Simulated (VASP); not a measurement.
# Mg2CdS3 (Cmc2_1) in VASP: single point with PBEsol

Aim: the single point of Mg2CdS3 with PBEsol.

All numbers are computed with VASP 6.6.1; they aren't measurements. Logs are shortened: lines on timing, memory, paths and dates and some standing lists are left out, and cuts for length are marked.

### 1 The structure

The structure is orthorhombic, space group Cmc2_1 (No. 36). The conventional cell has a = 12.281 Å, b = 7.090 Å, c = 6.622 Å, α = 90.00°, β = 90.00°, γ = 90.00°. Around Mg (site symmetry 1) lie 4 S at 2.46 to 2.47 Å. Cd (site symmetry m) is surrounded by 4 S at 2.57 to 2.58 Å. S (site symmetry m) has 2 Mg at 2.46 Å and 2 Cd at 2.57 to 2.58 Å as nearest neighbours. S (site symmetry 1) has 3 Mg at 2.46 to 2.47 Å and 1 Cd at 2.57 Å as nearest neighbours.

The cell was built by a generator and needn't be a form met in nature.

### 2 Single point, PBEsol

File INCAR:

```
  PREC = Accurate
  ENCUT = 520
  EDIFF = 1E-6
  ISMEAR = 0
  SIGMA = 0.03
  LREAL = F
  LASPH = T
  NELM = 60
  ALGO = Normal
  ISIF = 2
  LWAVE = F
  LCHARG = F
  GGA = PS
  KPAR = 2
```

File KPOINTS:

```
Automatic mesh
0
Gamma
  4 4 4
```

File POSCAR:

```
Mg2CdS3
1.0
    6.1404000000     -3.5447800000      0.0000000000
    6.1404000000      3.5447800000      0.0000000000
    0.0000000000      0.0000000000      6.6219800000
Mg Cd S
4 2 6
Direct
    0.4974250000      0.1663440000      0.9985650000
    0.5025750000      0.8336560000      0.4985650000
    0.1663440000      0.4974250000      0.4985650000
    0.8336560000      0.5025750000      0.9985650000
    0.1702330000      0.8297670000      0.9979610000
    0.8297670000      0.1702330000      0.4979610000
    0.1769970000      0.8230030000      0.3870930000
    0.4887590000      0.1668180000      0.3714450000
    0.5112410000      0.8331820000      0.8714450000
    0.8230030000      0.1769970000      0.8870930000
    0.1668180000      0.4887590000      0.8714450000
    0.8331820000      0.5112410000      0.3714450000
```

Potentials or basis: VASP PAW PBE potentials, release 64 (Mg, Cd, S).

Started as:

```console
$ cat potpaw_PBE.64/Mg/POTCAR potpaw_PBE.64/Cd/POTCAR potpaw_PBE.64/S/POTCAR > POTCAR
$ mpirun -np 2 vasp_std > vasp.out
```

OUTCAR:

```text
PREC = Accurate
   ENCUT = 520
   EDIFF = 1E-6
   ISMEAR = 0
   LREAL = F
   LASPH = T
   NELM = 60
   ISIF = 2
   GGA = PS

 ion  position               nearest neighbor table
   1  0.497  0.166  0.999-  10 2.46   9 2.46  11 2.46   8 2.47
   2  0.503  0.834  0.499-   7 2.46   8 2.46  12 2.46   9 2.47
   3  0.166  0.497  0.499-   7 2.46  12 2.46   8 2.46  11 2.47
   4  0.834  0.503  0.999-  10 2.46  11 2.46   9 2.46  12 2.47
   5  0.170  0.830  0.998-  10 2.57   9 2.57  11 2.57   7 2.58
   6  0.830  0.170  0.498-   7 2.57   8 2.57  12 2.57  10 2.58
   7  0.177  0.823  0.387-   2 2.46   3 2.46   6 2.57   5 2.58
   8  0.489  0.167  0.371-   2 2.46   3 2.46   1 2.47   6 2.57
   9  0.511  0.833  0.871-   1 2.46   4 2.46   2 2.47   5 2.57
  10  0.823  0.177  0.887-   1 2.46   4 2.46   5 2.57   6 2.58
  11  0.167  0.489  0.871-   4 2.46   1 2.46   3 2.47   5 2.57
  12  0.833  0.511  0.371-   3 2.46   2 2.46   4 2.47   6 2.57

  LATTYP: Found a base centered orthorhombic cell.
 ALAT       =     7.0895600000
 B/A-ratio  =     1.7322372616
 C/A-ratio  =     0.9340466827

  Lattice vectors:

 A1 = (  -6.1404000000,  -3.5447800000,   0.0000000000)
 A2 = (   6.1404000000,  -3.5447800000,   0.0000000000)
 A3 = (   0.0000000000,   0.0000000000,   6.6219800000)

Analysis of symmetry for initial positions (statically):
=====================================================================
 Subroutine PRICEL returns:
 Original cell was already a primitive cell.

 Routine SETGRP: Setting up the symmetry group for a
 base centered orthorhombic supercell.

 Subroutine GETGRP returns: Found  4 space group operations
 (whereof  2 operations were pure point group operations)
 out of a pool of  8 trial point group operations.

The static configuration has the point symmetry C_1h.
 The point group associated with its full space group is C_2v.

Analysis of symmetry for dynamics (positions and initial velocities):
=====================================================================
 Subroutine PRICEL returns:
 Original cell was already a primitive cell.

 Routine SETGRP: Setting up the symmetry group for a
 base centered orthorhombic supercell.

 Subroutine GETGRP returns: Found  4 space group operations
 (whereof  2 operations were pure point group operations)
[... 128 lines left out ...]
   TEBEG  =    0.0;   TEEND  =   0.0 temperature during run
   PSTRESS=    0.0 pullay stress
   NELECT =      68.0000    total number of electrons
   NUPDOWN=      -1.0000    fix difference up-down
   EMIN   =  10.00;   EMAX   =-10.00  energy-range for DOS
   EFERMI =   0.00;   METHOD = LEGACY
   ISMEAR =     0;   SIGMA  =   0.03  broadening in eV -4-tet -1-fermi 0-gaus
   EFERMI_NEDOS =   21; number of points for ismear=-14 and -15
   IALGO  =     38    algorithm
   IMIX   =      4    mixing-type and parameters
     AMIX     =   0.40;   BMIX     =  1.00
     AMIX_MAG =   1.60;   BMIX_MAG =  1.00
  volume/ion in A,a.u.               =      24.02       162.11
  Fermi-wavevector in a.u.,A,eV,Ry     =   1.011525  1.911505 13.921242  1.023182
  Thomas-Fermi vector in A             =   2.144580
   LORBIT       =      0    0 simple, 1 ext, 2 COOP (PROOUT), +10 PAW based schemes
   GGA     = PS    functional components
   LHFCALC =     F    Hartree Fock is set to
   AEXX    =    0.0000 exact exchange contribution
   IVDW    =     0    specifies the selected vdW correction
   LEPSILON=     F    determine dielectric tensor
   LRPA    =     F    only Hartree local field effects (RPA)
 non-spin polarized calculation
 Gauss-broadening in eV      SIGMA  =   0.03
  energy-cutoff  :      520.00
  volume of cell :      288.27
 maximum number of plane-waves:      7812
 NGX is ok and might be reduce to    54
   NGX = 27   NGY = 27   NGZ = 25

 number of electron      68.0000004 magnetization

 Free energy of the ion-electron system (eV)
  ---------------------------------------------------
  ext. energy  EPLUGINS =         0.00000000
  ---------------------------------------------------
  free energy    TOTEN  =       -49.31283843 eV

  energy without entropy =      -49.31283843  energy(sigma->0) =      -49.31283843

 E-fermi :   1.0049     XC(G=0):  -8.7458

 val. band max:        0.8651361000   @ k =   0.0000   0.0000   0.0000
 cond. band min:       3.2857622875   @ k =   0.0000   0.0000   0.0000
 fundamental gap:      2.4206261876
 Fermi energy:         1.0049259375

 k-point     1 :       0.0000    0.0000    0.0000
  band No.  band energies     occupation
      1     -10.6555      2.00000
      2     -10.1213      2.00000
      3      -9.9913      2.00000
      4      -9.9416      2.00000
      5      -9.9159      2.00000
      6      -9.9136      2.00000
[... 913 lines left out ...]
     40       6.0802      0.00000
     41       6.4649      0.00000

------------------------ aborting loop because EDIFF is reached ----------------------------------------

  FORCE on cell =-STRESS in cart. coord.  units (eV):
  Direction    XX          YY          ZZ          XY          YZ          ZX
  --------------------------------------------------------------------------------------
  -------------------------------------------------------------------------------------
  Total       -3.2707223     -3.3159213     -3.3317331      0.0000000      0.0000000      0.0000000
  in kB      -18.1781818    -18.4293912    -18.5172707      0.0000000      0.0000000      0.0000000
  external PRESSURE =     -18.3749479 kB  Pullay stress =       0.0000000 kB

 VOLUME and BASIS-vectors are now :
 -----------------------------------------------------------------------------
  energy-cutoff  :      520.00
  volume of cell :      288.27
      direct lattice vectors                 reciprocal lattice vectors
     6.140400000 -3.544780000  0.000000000     0.081427920 -0.141052477  0.000000000
     6.140400000  3.544780000  0.000000000     0.081427920  0.141052477  0.000000000
     0.000000000  0.000000000  6.621980000     0.000000000  0.000000000  0.151012235

 POSITION                                       TOTAL-FORCE (eV/Angst)
 -----------------------------------------------------------------------------------
      4.07581     -1.17361      6.61248        -0.001860      0.001384      0.000812
      8.20499      1.17361      3.30149         0.001860     -0.001384      0.000812
      4.07581      1.17361      3.30149        -0.001860     -0.001384      0.000812
      8.20499     -1.17361      6.61248         0.001860      0.001384      0.000812
      6.14040      2.33790      6.60848        -0.000000      0.001124      0.003978
      6.14040     -2.33790      3.29749        -0.000000     -0.001124      0.003978
      6.14040      2.28995      2.56332        -0.000000      0.145294     -0.097291
      4.02551     -1.14121      2.45970         0.117597     -0.062168      0.045845
      8.25529      1.14121      5.77069        -0.117597      0.062168      0.045845
      6.14040     -2.28995      5.87431        -0.000000     -0.145294     -0.097291
      4.02551      1.14121      5.77069         0.117597      0.062168      0.045845
      8.25529     -1.14121      2.45970        -0.117597     -0.062168      0.045845
 -----------------------------------------------------------------------------------
    total drift:                                0.000001     -0.000000      0.000952

  FREE ENERGIE OF THE ION-ELECTRON SYSTEM (eV)
  ---------------------------------------------------
  free  energy   TOTEN  =       -49.3128384274 eV

  energy  without entropy=      -49.3128384274  energy(sigma->0) =      -49.31283843
```

stdout:

```text
POSCAR found type information on POSCAR MgCdS
 POSCAR found :  3 types and      12 ions
 scaLAPACK will be used
 -----------------------------------------------------------------------------
|                                                                             |
|                                                                             |
|     You enforced a specific xc type in the INCAR file but a different       |
|     I HOPE YOU KNOW WHAT YOU ARE DOING!                                     |
|                                                                             |
 -----------------------------------------------------------------------------

 LDA part: xc-table for (Slater+PW92), standard interpolation
 POSCAR, INCAR and KPOINTS ok, starting setup
 FFT: planning ... GRIDC
 FFT: planning ... GRID_SOFT
 FFT: planning ... GRID
 WAVECAR not read
 entering main loop
```

Wall time 2.1 min (2 MPI ranks of Intel Xeon Platinum 8488C (Sapphire Rapids), shared host); peak memory 0.5 GiB.

What came out:

* Free energy: -49.3128 eV
* Pressure: -1.8 GPa
* Largest force: 0.175 eV/Å
* Band gap on the k mesh: 2.42 eV, direct

Forces on the atoms (eV/Å):
```
Mg  -0.002  0.001  0.001
Mg   0.002 -0.001  0.001
Mg  -0.002 -0.001  0.001
Mg   0.002  0.001  0.001
Cd   0.000  0.001  0.004
Cd   0.000 -0.001  0.004
S    0.000  0.145 -0.097
S    0.118 -0.062  0.046
S   -0.118  0.062  0.046
S    0.000 -0.145 -0.097
S    0.118  0.062  0.046
S   -0.118 -0.062  0.046
```

Levels at points of the mesh, in eV from the valence-band top:
```csv
k point,band 31,band 32,band 33,band 34,band 35,band 36,band 37,band 38
"(0.00, 0.00, 0.00)",-0.49,-0.02,-0.02,0.00,2.42,3.74,4.69,4.74
"(0.50, 0.00, 0.00)",-0.47,-0.47,-0.36,-0.35,3.95,4.01,4.85,4.96
"(0.50, 0.50, 0.00)",-0.51,-0.42,-0.39,-0.29,3.77,4.31,4.84,4.90
"(0.00, 0.00, 0.50)",-0.26,-0.26,-0.24,-0.24,3.83,3.83,5.18,5.18
"(0.50, 0.00, 0.50)",-0.79,-0.79,-0.62,-0.62,4.00,4.00,4.85,4.85
"(0.50, 0.50, 0.50)",-0.78,-0.78,-0.66,-0.66,4.01,4.01,4.86,4.86
```

Caveat: the PAW data sets were made with another functional, which shifts forces and pressure a little.
